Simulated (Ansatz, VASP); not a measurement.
**BeGa3 in VASP and in Ansatz**

The input INCAR:

```
PREC = Accurate
ENCUT = 520
EDIFF = 1E-7
ISMEAR = -1
SIGMA = 0.05
LREAL = F
LASPH = T
NELM = 60
ALGO = Normal
ISIF = 2
LWAVE = F
LCHARG = F
GGA = PE
NBANDS = 28
```

KPOINTS

```
regular mesh
0
Gamma
  9 9 9
```

POSCAR

```
BeGa3
1.0
   -2.0436200000      2.0436200000      3.7906850000
    2.0436200000     -2.0436200000      3.7906850000
    2.0436200000      2.0436200000     -3.7906850000
Ga Be
3 1
Direct
    0.5000000000      0.5000000000      0.0000000000
    0.2500000000      0.7500000000      0.5000000000
    0.7500000000      0.2500000000      0.5000000000
    0.0000000000      0.0000000000      0.0000000000
```

input.yaml

```yaml
crystal:
  lattice:
    - [-2.04362, 2.04362, 3.790685]
    - [2.04362, -2.04362, 3.790685]
    - [2.04362, 2.04362, -3.790685]
  atoms:
    - { symbol: Ga, position: [0.5, 0.5, 0.0] }
    - { symbol: Ga, position: [0.25, 0.75, 0.5] }
    - { symbol: Ga, position: [0.75, 0.25, 0.5] }
    - { symbol: Be, position: [0.0, 0.0, 0.0] }
hamiltonian:
  xc: pbe
  pseudopotentials: { kind: paw }
kpoints:
  mp_grid: { grid: [9, 9, 9] }
scf:
  occupations: { method: fermi_dirac, width: 0.05 }
output:
  forces: true
  stress: true
  eigenvalues: true
```

The cell comes from a database or a generator and needn't be the stable form of this composition.

Alike in both runs: task single point; functional PBE; k mesh 9 × 9 × 9; occupations fermi-dirac, width 0.05 eV; no spin polarisation.

```csv
,VASP,Ansatz
version,VASP 6.6.1,Ansatz 0.2.0
potentials or method,"VASP PAW PBE potentials, release 64 (Ga_d, Be)",Ansatz PAW
plane-wave cutoff (eV),520,420
valence electrons in the cell,41,41
```

Ansatz gave:

| Item | Value |
| --- | --- |
| gap on the k mesh at the Fermi level (eV) | none |
| pressure (GPa) | -0.1 |
| largest component of the traceless stress (GPa) | 2.38 |

Estimate VASP's values.

gap on the k mesh at the Fermi level (eV): none; pressure (GPa): 0.0; largest component of the traceless stress (GPa): 2.39.

A gap of «none» marks a metal or a gap that the smearing closes. With one functional, cell and mesh, what is left measures potentials, basis and numerics.
